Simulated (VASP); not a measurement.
Data:

```
CELL_PARAMETERS angstrom
     -2.82500     2.82500     2.82500
      2.82500    -2.82500     2.82500
      2.82500     2.82500    -2.82500
ATOMIC_POSITIONS crystal
  Rb 0.00000 0.00000 0.00000
```

The numbers are results of optB86b-vdW, VASP's PBE PAW potentials (set 64) (plane waves; VASP 6.6.1), not measurements. Settings: 520 eV cut-off, 8×8×8 Γ-centred mesh, first-order Methfessel-Paxton smearing of 0.10 eV, potentials Rb_sv.

Energy and stress use the plane-wave basis of the starting cell.

**Question.** The ions, cell shape and volume are relaxed. Give the cell that the relaxation ends in.

**Answer.** 
```
CELL_PARAMETERS angstrom
     -2.77195     2.77195     2.77195
      2.77195    -2.77195     2.77195
      2.77195     2.77195    -2.77195
ATOMIC_POSITIONS crystal
  Rb 0.00000 0.00000 0.00000
```
Space group Im-3m (229), at a tolerance of 0.03 Å.

**Question.** How do energy and volume change from the first to the last step?

**Answer.** The energy (σ→0) changes by -2.5 meV/atom and the volume by -5.5 %, in 4 ionic steps.

| step | E(σ→0) (eV) | max force (eV/Å) | pressure (GPa) | volume (Å³) |
|---|---|---|---|---|
| 1 | 1.2040 | 0.000 | -0.16 | 90.18 |
| 2 | 1.2030 | 0.000 | -0.12 | 89.02 |
| 3 | 1.2016 | 0.000 | -0.03 | 86.15 |
| 4 | 1.2015 | 0.000 | 0.00 | 85.20 |

The compound is Rb in the bcc structure. This run relaxes it. Symmetry was kept, so distortions that lower it aren't found.
